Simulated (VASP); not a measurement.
Method: r2SCAN meta-GGA, VASP's PBE PAW potentials (set 64) (plane waves; VASP).

The input files of a VASP run:

**KPOINTS_OPT**
```
k-points along high-symmetry lines
10
Line-mode
Reciprocal
  0.000000   0.000000   0.000000 ! GAMMA
 -0.500000  -0.500000   0.000000 ! X

 -0.500000  -0.500000   0.000000 ! X
 -0.375000  -0.375000   0.250000 ! U

 -0.375000  -0.000000   0.375000 ! K
  0.000000   0.000000   0.000000 ! GAMMA

  0.000000   0.000000   0.000000 ! GAMMA
 -0.000000   0.000000   0.500000 ! L

 -0.000000   0.000000   0.500000 ! L
 -0.500000  -0.250000   0.250000 ! W

 -0.500000  -0.250000   0.250000 ! W
 -0.500000  -0.500000   0.000000 ! X
```

INCAR:
```
# general
SYSTEM  = LaN
PREC    = Accurate
ENCUT   = 520
LREAL   = .FALSE.
LASPH   = .TRUE.

# electronic loop
EDIFF   = 1E-7
NELM    = 100
ALGO    = Normal
LMAXMIX = 6
LMIXTAU = .TRUE.

# smearing
ISMEAR  = -5

# functional
METAGGA = R2SCAN

# ions
ISIF    = 2

# output
LWAVE   = .FALSE.
LCHARG  = .FALSE.
LORBIT  = 11
NEDOS   = 601
```

KPOINTS:
```
Regular mesh
0
G
  9 9 9
0 0 0
```

File POSCAR:
```
LaN
1
    0.0000000000     2.8003053610     2.8003053610
    2.8003053610     0.0000000000     2.8003053610
    2.8003053610     2.8003053610    -0.0000000000
La N
1 1
Direct
  0.0000000000   0.0000000000   0.0000000000
  0.2500000000   0.2500000000   0.2500000000
```

POTCAR, in this order: La N (PBE.64 set). Program: vasp_std.

The run wrote:

OSZICAR:
```
       N       E                     dE             d eps       ncg     rms          rms(c)
DAV:   1     0.134030896453E+03    0.13403E+03   -0.63102E+03   840   0.195E+03
DAV:   2    -0.277302474803E+02   -0.16176E+03   -0.15804E+03  1272   0.280E+02
DAV:   3    -0.496197630644E+02   -0.21890E+02   -0.21632E+02  1296   0.139E+02
DAV:   4    -0.505309276493E+02   -0.91116E+00   -0.89875E+00  1368   0.262E+01
DAV:   5    -0.506067947897E+02   -0.75867E-01   -0.75749E-01  1576   0.795E+00    0.102E+01
DAV:   6    -0.415405685894E+02    0.90662E+01   -0.22694E+01  1520   0.356E+01    0.462E+00
DAV:   7    -0.415484114197E+02   -0.78428E-02   -0.16997E+00  1376   0.135E+01    0.243E+00
DAV:   8    -0.423553551204E+02   -0.80694E+00   -0.87539E-01  1400   0.127E+01    0.112E+00
DAV:   9    -0.418566333239E+02    0.49872E+00   -0.36275E-01  1116   0.789E+00    0.614E-01
DAV:  10    -0.418488892737E+02    0.77441E-02   -0.61301E-02  1596   0.299E+00    0.297E-01
DAV:  11    -0.417858080027E+02    0.63081E-01   -0.56528E-02   868   0.296E+00    0.105E-01
DAV:  12    -0.418336887801E+02   -0.47881E-01   -0.20176E-02  1160   0.191E+00    0.718E-02
DAV:  13    -0.418522386800E+02   -0.18550E-01   -0.14252E-02  1020   0.107E+00    0.534E-02
DAV:  14    -0.418555470632E+02   -0.33084E-02   -0.98845E-04  1340   0.471E-01    0.334E-02
DAV:  15    -0.418558721873E+02   -0.32512E-03   -0.35826E-04  1208   0.238E-01    0.242E-02
DAV:  16    -0.418562839856E+02   -0.41180E-03   -0.14031E-04  1208   0.143E-01    0.508E-03
DAV:  17    -0.418563292437E+02   -0.45258E-04   -0.55306E-05   976   0.967E-02    0.517E-03
DAV:  18    -0.418563282592E+02    0.98448E-06   -0.13130E-05  1616   0.413E-02    0.356E-03
DAV:  19    -0.418563368966E+02   -0.86373E-05   -0.24138E-06  1072   0.189E-02    0.277E-03
DAV:  20    -0.418563385178E+02   -0.16212E-05   -0.21462E-06  1376   0.200E-02    0.112E-03
DAV:  21    -0.418563389425E+02   -0.42472E-06   -0.36745E-07  1088   0.638E-03    0.382E-04
DAV:  22    -0.418563388622E+02    0.80356E-07   -0.30718E-08   592   0.316E-03
   1 F= -.41856339E+02 E0= -.41856339E+02  d E =0.000000E+00
       N       E                     dE             ncg
       N       E                     dE             ncg
```

File OUTCAR:
```
------------------------ aborting loop because EDIFF is reached ----------------------------------------
  FORCE on cell =-STRESS in cart. coord.  units (eV):
  Direction    XX          YY          ZZ          XY          YZ          ZX
  --------------------------------------------------------------------------------------
  Total       -0.0050897     -0.0050897     -0.0050897      0.0000000      0.0000000      0.0000000
  in kB       -0.1856767     -0.1856767     -0.1856767      0.0000000      0.0000000      0.0000000
  external PRESSURE =      -0.1856767 kB  Pullay stress =       0.0000000 kB
  volume of cell :       43.92
      direct lattice vectors                 reciprocal lattice vectors
     0.000000000  2.800305361  2.800305361    -0.178551956  0.178551956  0.178551956
     2.800305361  0.000000000  2.800305361     0.178551956 -0.178551956  0.178551956
     2.800305361  2.800305361  0.000000000     0.178551956  0.178551956 -0.178551956
 POSITION                                       TOTAL-FORCE (eV/Angst)
 -----------------------------------------------------------------------------------
      0.00000      0.00000      0.00000        -0.000000     -0.000000      0.000000
      1.40015      1.40015      1.40015         0.000000      0.000000     -0.000000
 -----------------------------------------------------------------------------------
    total drift:                                0.000000      0.000000      0.000000
  FREE ENERGIE OF THE ION-ELECTRON SYSTEM (eV)
  ---------------------------------------------------
  free  energy   TOTEN  =       -41.8563388622 eV

  energy  without entropy=      -41.8563388622  energy(sigma->0) =      -41.85633886

 total charge

# of ion       s       p       d       f       tot
--------------------------------------------------
    1        2.011   5.661   0.808   0.191   8.670
    2        1.275   2.401   0.000   0.000   3.676
--------------------------------------------------
tot          3.285   8.062   0.808   0.191  12.346
```
(Selected blocks of OUTCAR.)

The structure was generated: LaN was put into the zinc blende type (F-43m), which need not be its known phase. It was relaxed first, which changed the volume by -34 %.
